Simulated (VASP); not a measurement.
# A VASP study of SiGeC2 (PW91): structure first, properties next, part 2 of 2

What structure does SiGeC2 take at this level, and what are its properties? The cell is invented: it takes the structure of COD entry 1011031, SiC (space group 216 there), with some of its atoms replaced by other elements, volume scaled by an estimate. It may not be a known or stable phase.

VASP 6.6.1; PW91; plane waves and PAW (Ge_d, Si, C); invented cell.

So far, gap on the k-mesh (eV): step 2 (rough relaxation of the start cell) 1.48; step 3 (relaxing cell and atoms (PW91)) 1.47; step 6 (total and projected DOS (PW91)) 1.47.

### 7. Volume scan with PW91

An equation of state needs energies on both sides of the minimum, all on one mesh and cutoff.

Contents of INCAR:

```
SYSTEM = SiGeC2
PREC = Accurate
ENCUT = 520
EDIFF = 1E-06
NELM = 100
ISMEAR = -1
SIGMA = 0.05
LREAL = .FALSE.
ALGO = Normal
GGA = 91
NBANDS = 19
LORBIT = 11
LWAVE = .FALSE.
LCHARG = .FALSE.
KPAR = 2
ISIF = 2
```

Contents of POSCAR:

```
SiGeC2
1.0
    1.5562701545      0.8985131559      5.0861750349
   -1.5562701545      0.8985131559      5.0861750349
    0.0000000000     -1.7970252983      5.0861750318
Ge Si C
1 1 2
Direct
    0.4996131483      0.4996131483      0.4996131484
    0.0004234910      0.0004234910      0.0004234910
    0.1214411159      0.1214411159      0.1214411160
    0.6285222446      0.6285222446      0.6285222446
```

Contents of KPOINTS:

```
Automatic mesh
0
Gamma
10 10 10
0 0 0
```

Potentials, in the order of the species: Ge_d, Si and C (PBE family, release 64).

Command:

```bash
mpirun -np 2 vasp_std
```

It took 2.7 min on 2 MPI ranks of AMD EPYC 7R43, shared host; peak memory 0.51 GiB.

The scan keeps the cell's shape and the fractional positions fixed.

Numbers from this step:

```
bands                          : 19
irreducible k-points           : 116
free energy (TOTEN)            : -27.80 eV
Fermi energy                   : 8.802 eV
pressure                       : 13.51 GPa
gap on the k-mesh              : 1.434 eV
least direct gap on the k-mesh : 2.755 eV
```

Force by atom:

| atom | x (eV/Å) | y (eV/Å) | z (eV/Å) | size |
| --- | --- | --- | --- | --- |
| Ge1 | 0.0000 | 0.0000 | 0.0866 | 0.0866 |
| Si2 | 0.0000 | 0.0000 | -0.0919 | 0.0919 |
| C3 | 0.0000 | 0.0000 | 0.0308 | 0.0308 |
| C4 | 0.0000 | 0.0000 | -0.0254 | 0.0254 |

The pressure here is 13.51 GPa.

### 8. Volume scan with PW91 (run 2)

INCAR is that of step 7.

Contents of POSCAR:

```
SiGeC2
1.0
    1.5672301646      0.9048409218      5.1219943491
   -1.5672301646      0.9048409218      5.1219943491
    0.0000000000     -1.8096808230      5.1219943460
Ge Si C
1 1 2
Direct
    0.4996131483      0.4996131483      0.4996131484
    0.0004234910      0.0004234910      0.0004234910
    0.1214411159      0.1214411159      0.1214411160
    0.6285222446      0.6285222446      0.6285222446
```

KPOINTS is that of step 7.

Command:

```bash
mpirun -np 2 vasp_std
```

The job ended after 2.8 min (2 MPI ranks; peak memory 0.52 GiB; 5.5 min of CPU time).

Numbers from this step:

| Item | Value |
| --- | --- |
| free energy (TOTEN) | -27.86 eV |
| Fermi energy | 8.559 eV |
| pressure | 8.548 GPa |
| gap on the k-mesh | 1.449 eV |
| least direct gap on the k-mesh | 2.752 eV |

Force by atom:

| atom | x (eV/Å) | y (eV/Å) | z (eV/Å) | size |
| --- | --- | --- | --- | --- |
| Ge1 | 0.0000 | 0.0000 | 0.0545 | 0.0545 |
| Si2 | 0.0000 | 0.0000 | -0.0591 | 0.0591 |
| C3 | 0.0000 | 0.0000 | 0.0223 | 0.0223 |
| C4 | 0.0000 | 0.0000 | -0.0177 | 0.0177 |

The pressure falls from 13.51 to 8.55 GPa.

The run ends at a pressure of 8.55 GPa, with forces up to 0.059 eV/Å.

### 9. Volume scan with PW91 (run 3)

INCAR is that of step 8.

Contents of POSCAR:

```
SiGeC2
1.0
    1.5780389900      0.9110814012      5.1573195643
   -1.5780389900      0.9110814012      5.1573195643
    0.0000000000     -1.8221617748      5.1573195612
Ge Si C
1 1 2
Direct
    0.4996131483      0.4996131483      0.4996131484
    0.0004234910      0.0004234910      0.0004234910
    0.1214411159      0.1214411159      0.1214411160
    0.6285222446      0.6285222446      0.6285222446
```

KPOINTS is that of step 8.

Command:

```bash
mpirun -np 2 vasp_std
```

The job ended after 3 min (2 MPI ranks; peak memory 0.59 GiB).

The pressure falls from 8.55 to 4.06 GPa.

The run ends at a pressure of 4.06 GPa, with forces up to 0.029 eV/Å.

### 10. Volume scan with PW91 (run 4)

INCAR is that of step 9.

Contents of POSCAR:

```
SiGeC2
1.0
    1.5887017391      0.9172375434      5.1921673752
   -1.5887017391      0.9172375434      5.1921673752
    0.0000000000     -1.8344740522      5.1921673721
Ge Si C
1 1 2
Direct
    0.4996131483      0.4996131483      0.4996131484
    0.0004234910      0.0004234910      0.0004234910
    0.1214411159      0.1214411159      0.1214411160
    0.6285222446      0.6285222446      0.6285222446
```

KPOINTS is that of step 9.

Command:

```bash
mpirun -np 2 vasp_std
```

The job ended after 3.2 min (2 MPI ranks; peak memory 0.6 GiB; 6.4 min of CPU time).

The pressure falls from 4.06 to 0.02 GPa.

The run ends at a pressure of 0.02 GPa, with forces up to 0.0039 eV/Å.

### 11. Volume scan with PW91 (run 5)

INCAR is that of step 10.

Contents of POSCAR:

```
SiGeC2
1.0
    1.5992232493      0.9233121412      5.2265535917
   -1.5992232493      0.9233121412      5.2265535917
    0.0000000000     -1.8466232410      5.2265535886
Ge Si C
1 1 2
Direct
    0.4996131483      0.4996131483      0.4996131484
    0.0004234910      0.0004234910      0.0004234910
    0.1214411159      0.1214411159      0.1214411160
    0.6285222446      0.6285222446      0.6285222446
```

KPOINTS is that of step 10.

Command:

```bash
mpirun -np 2 vasp_std
```

Wall time 3.2 min (2 MPI ranks); peak memory 0.57 GiB; 6.4 min of CPU time.

The pressure falls from 0.02 to -3.63 GPa.

The run ends at a pressure of -3.63 GPa, with forces up to 0.030 eV/Å.

### 12. Volume scan with PW91 (run 6)

INCAR is that of step 11.

Contents of POSCAR:

```
SiGeC2
1.0
    1.6096081068      0.9293078426      5.2604932024
   -1.6096081068      0.9293078426      5.2604932024
    0.0000000000     -1.8586146371      5.2604931993
Ge Si C
1 1 2
Direct
    0.4996131483      0.4996131483      0.4996131484
    0.0004234910      0.0004234910      0.0004234910
    0.1214411159      0.1214411159      0.1214411160
    0.6285222446      0.6285222446      0.6285222446
```

KPOINTS is that of step 11.

Command:

```bash
mpirun -np 2 vasp_std
```

It took 3.1 min on 2 MPI ranks; peak memory 0.55 GiB.

The pressure falls from -3.63 to -6.91 GPa.

The run ends at a pressure of -6.91 GPa, with forces up to 0.055 eV/Å.

### 13. Volume scan with PW91 (run 7)

A prediction first. A least-squares parabola for the 6 pressures of evenly scaled cells so far, P = 0.01 -192.5 t +413 t² GPa with t = ln(V/V₁) and V₁ the volume at scale 1, gives -9.80 GPa at t = +0.0583.

INCAR is that of step 12.

Contents of POSCAR:

```
SiGeC2
1.0
    1.6198606642      0.9352271605      5.2940004319
   -1.6198606642      0.9352271605      5.2940004319
    0.0000000000     -1.8704532660      5.2940004288
Ge Si C
1 1 2
Direct
    0.4996131483      0.4996131483      0.4996131484
    0.0004234910      0.0004234910      0.0004234910
    0.1214411159      0.1214411159      0.1214411160
    0.6285222446      0.6285222446      0.6285222446
```

KPOINTS is that of step 12.

Command:

```bash
mpirun -np 2 vasp_std
```

Wall time 3 min (2 MPI ranks); peak memory 0.6 GiB.

The pressure falls from -6.91 to -9.87 GPa. The parabola predicted -9.80 GPa, +0.07 GPa off.

### 14. Side by side

Times are for 2 MPI ranks of AMD EPYC 7R43, shared host. The runs compared:

| no. | volume scale | energy above the lowest point (meV/atom) | pressure (GPa) | gap on the k-mesh (eV) | time | memory (GiB) |
| --- | --- | --- | --- | --- | --- | --- |
| 1 | 0.94 | 27.42 | 13.51 | 1.434 | 2.7 min | 0.51 |
| 2 | 0.96 | 11.81 | 8.548 | 1.449 | 2.8 min | 0.52 |
| 3 | 0.98 | 2.88 | 4.064 | 1.462 | 3 min | 0.59 |
| 4 | 1 | 0 | 0.02055 | 1.475 | 3.2 min | 0.6 |
| 5 | 1.02 | 2.56 | -3.625 | 1.486 | 3.2 min | 0.57 |
| 6 | 1.04 | 10.04 | -6.911 | 1.496 | 3.1 min | 0.55 |
| 7 | 1.06 | 21.93 | -9.868 | 1.505 | 3 min | 0.6 |

### 15. Fit for PW91

This step: Birch-Murnaghan fit, PW91; plane waves and PAW; invented cell (VASP 6.6.1).

Derived from the runs above.

This step gave:

| Item | Value |
| --- | --- |
| pressure derivative of the bulk modulus | 4.173 |
| r.m.s. error of the fit | 1.96e-6 eV/atom |
| minimum inside the sampled range | yes |
| bulk modulus | 191.7 GPa |
| equilibrium volume of the fit | 11.35 Å³/atom |

Energy above the fitted minimum against volume:

| volume (Å³/atom) | energy above the fitted minimum (eV/atom) |
| --- | --- |
| 10.668 | 0.0274 |
| 10.895 | 0.0118 |
| 11.122 | 0.00288 |
| 11.349 | -1.8e-6 |
| 11.576 | 0.00256 |
| 11.803 | 0.0100 |
| 12.030 | 0.0219 |

The fit over cells of fixed shape and fractional positions puts the volume +0.02 % from the relaxed one. The atoms bear forces along the scan, since they were held; freeing them would lower the modulus.

### 16. Field gradients at the nuclei (PW91)

This step: PW91; plane waves and PAW (Ge_d, Si, C); invented cell (VASP 6.6.1).

Field gradients probe how far the charge around each nucleus departs from cubic symmetry; LASPH keeps the non-spherical terms inside the spheres.

INCAR, as its differences from that of step 13:

```diff
@@ -3,3 +3,3 @@
 ENCUT = 520
-EDIFF = 1E-06
+EDIFF = 1E-07
 NELM = 100
@@ -15,2 +15,3 @@
 KPAR = 2
-ISIF = 2
+LEFG = .TRUE.
+LASPH = .TRUE.
```

Contents of POSCAR:

```
SiGeC2
1.0
    1.5887017391      0.9172375434      5.1921673752
   -1.5887017391      0.9172375434      5.1921673752
    0.0000000000     -1.8344740522      5.1921673721
Ge Si C
1 1 2
Direct
    0.4996131483      0.4996131483      0.4996131484
    0.0004234910      0.0004234910      0.0004234910
    0.1214411159      0.1214411159      0.1214411160
    0.6285222446      0.6285222446      0.6285222446
```

Contents of KPOINTS:

```
Automatic mesh
0
Gamma
8 8 8
0 0 0
```

Command:

```bash
mpirun -np 2 vasp_std
```

The job ended after 2 min (2 MPI ranks; peak memory 0.48 GiB; 4 min of CPU time).

Numbers from this step:

```yaml
scf_cycles: 14
irreducible_k_points: 65
free_energy_toten: -27.91 eV
fermi_energy: 8.094 eV
pressure: 0.02366 GPa
gap_on_the_k_mesh: 1.473 eV
least_direct_gap_on_the_k_mesh: 2.742 eV
```

Electric field gradients, by row:

| atom | Vxx (V/Å²) | Vyy (V/Å²) | Vzz (V/Å²) | asymmetry |
| --- | --- | --- | --- | --- |
| Ge1 | -9.524 | -9.521 | 19.05 | 0 |
| Si2 | 3.427 | 3.427 | -6.853 | 0 |
| C3 | 3.452 | 3.452 | -6.904 | 0 |
| C4 | -4.089 | -4.089 | 8.179 | 0 |

The largest gradient, 19.05 V/Å², sits on Ge1; times the quadrupole moment of a nucleus that has one, it gives the coupling that NMR and NQR see.

### 17. Response to an electric field (PW91)

The response to a static field gives the electronic dielectric tensor and the Born charges. It needs tightly converged orbitals, hence the small EDIFF.

Contents of INCAR:

```
SYSTEM = SiGeC2
PREC = Accurate
ENCUT = 520
EDIFF = 1E-08
NELM = 100
ISMEAR = 0
SIGMA = 0.01
LREAL = .FALSE.
ALGO = Normal
GGA = 91
NBANDS = 19
LORBIT = 11
LWAVE = .FALSE.
LCHARG = .FALSE.
KPAR = 2
LEPSILON = .TRUE.
```

POSCAR is that of step 16.

Contents of KPOINTS:

```
Automatic mesh
0
Gamma
11 11 11
0 0 0
```

Command:

```bash
mpirun -np 2 vasp_std
```

It took 35 min on 2 MPI ranks.

The run was cut off at its time limit.

More ranks or a longer limit might have been enough; this was not tried.

### 18. What came out

```json
{"relaxed volume": "11.35 Å³/atom", "relaxed conventional cell a, b, c": "3.177, 3.177, 15.577 Å; angles 90.0, 90.0, 120.0°", "space group after relaxing, within 0.02 Å": "R3m (No. 160)", "band gap": "1.47 eV, indirect (least direct gap of that run 2.74 eV)", "gap among the points of the DOS mesh alone, an upper bound": "1.47 eV", "bulk modulus from the fit": "192 GPa", "volume from the fit": "11.4 Å³/atom", "largest field gradient Vzz": "19.05 V/Å² on Ge1"}
```

What this shows: With PW91, SiGeC2 relaxes to 11.35 Å³/atom in space group R3m (held by the symmetry of the run), has an indirect gap of 1.47 eV and has a bulk modulus of 192 GPa at fixed shape and positions, an upper bound. Not obtained: response to an electric field (PW91), because the run hit its time limit. Bands along the symmetry lines (PW91): On this path the gap is indirect, 1.47 eV, with the valence top at Γ and the conduction bottom at F. The least direct gap is 2.74 eV. Semilocal functionals usually underestimate gaps. Spin-orbit coupling is left out; it would split some degenerate bands. No search among competing phases was made. All values are for a static lattice at zero temperature.

[Lines on the potential files, build, host, timing and source positions are cut from VASP's logs without a mark.]

[Logs are printed without paths, hosts, clocks, repeated set-up lines and the standing remarks that a program may print on its own settings, such as how far it seeks lower states.]

[Hosts, paths, dates, database ids (printed as entryN), source tags and the programs' standing remarks are cut or masked in the printed files.]

[A measured line is paired with the nearest computed mode of its activity, which favours agreement.]

[In band tables of VASP the shares of atoms and orbitals are scaled to a sum of 1 inside the atoms' spheres.]
